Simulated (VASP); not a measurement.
LaSc:

```
CELL_PARAMETERS angstrom
3.94804 0.00000 0.00000
0.00000 3.94804 0.00000
0.00000 0.00000 3.94804
ATOMIC_POSITIONS crystal
La 0.00000 0.00000 0.00000
Sc 0.50000 0.50000 0.50000
```

The cell was built by a generator and needn't be a form met in nature.

| Property | Result |
| --- | --- |
| Program | VASP 6.6.1 |
| Task | relaxation of cell and atoms |
| Functional | revPBE |
| Dispersion | D3(BJ) |
| Potentials or basis | VASP PAW PBE potentials, release 64 (La, Sc_sv) |
| Cutoff | 600 eV |
| k mesh | 7 × 7 × 7 |
| Occupations | fermi-dirac, width 0.05 eV |
| Spin | no spin polarisation |

At the start: pressure -2.6 GPa; volume 30.77 Å³/atom.

Question: How do energy, volume and symmetry change on relaxing?

Answer: Over 3 steps the energy falls by 19.5 meV/atom and the volume is 28.44 Å³/atom (-7.6 %); space group Pm-3m (No. 221, to 0.05 Å).

The path:
| step | energy change (eV) | largest force (eV/Å) | pressure (GPa) | volume (Å³) |
| --- | --- | --- | --- | --- |
| 1 | 0.0000 | 0.0000 | -2.57 | 61.54 |
| 2 | -0.0387 | 0.0000 | -0.24 | 57.25 |
| 3 | -0.0390 | 0.0000 | -0.02 | 56.88 |

Final structure:
```
CELL_PARAMETERS angstrom
3.84580 0.00000 0.00000
0.00000 3.84580 0.00000
0.00000 0.00000 3.84580
ATOMIC_POSITIONS crystal
La 0.00000 0.00000 0.00000
Sc 0.50000 0.50000 0.50000
```

Caveat: the PAW data sets were made with another functional, which shifts forces and pressure a little; pairwise dispersion overbinds metals, which lowers pressure and volume.
